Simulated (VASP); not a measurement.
A run of VASP 6.6.1:

INCAR

```
SYSTEM = Sn2GeO2
ALGO = Normal ; EDIFF = 1E-7
EDIFFG = -0.005 ; ENCUT = 520
GGA = PE ; IBRION = 2
ISIF = 3 ; ISMEAR = 0
KPAR = 8 ; LASPH = .TRUE.
LCHARG = .FALSE. ; LREAL = .FALSE.
LWAVE = .FALSE. ; NELM = 120
NSW = 60 ; POTIM = 0.3
PREC = Accurate ; SIGMA = 0.1
```

Contents of KPOINTS:

```
k-points
0
G
  12 12 12
  0 0 0
```

File POSCAR:

```
Sn2GeO2                                 
1.0
   -1.8467100907      1.8467100907      6.4318212557
    1.8467100907     -1.8467100907      6.4318212557
    1.8467100907      1.8467100907     -6.4318212557
  Sn              Ge              O             
     2     1     2
Direct
     0.6539160690400788    0.6539160690400788    0.0000000000000000
     0.3460839309599212    0.3460839309599212    0.0000000000000000
     1.0000000000000000    1.0000000000000000    1.0000000000000000
     0.2500000000000000    0.7500000000000000    0.5000000000000000
     0.7500000000000000    0.2500000000000000    0.5000000000000000
```

Potentials or basis: VASP PAW PBE potentials, release 64 (Sn_d, Ge_d, O).

The run is started by

```sh
$ cat potpaw_PBE.64/Sn_d/POTCAR potpaw_PBE.64/Ge_d/POTCAR potpaw_PBE.64/O/POTCAR > POTCAR
$ mpirun -np 8 vasp_std > vasp.out
```

Hardware: 8 MPI ranks on Intel(R) Xeon(R) 6975P-C (Granite Rapids), with other jobs on the host.

Question: How long does it take, and how much memory?

Answer: Wall time 3.1 min on 8 MPI ranks on Intel(R) Xeon(R) 6975P-C (Granite Rapids) (shared host), peak memory 0.71 GiB a rank. Counts: scf iterations 23, k points 163, ion steps 2.
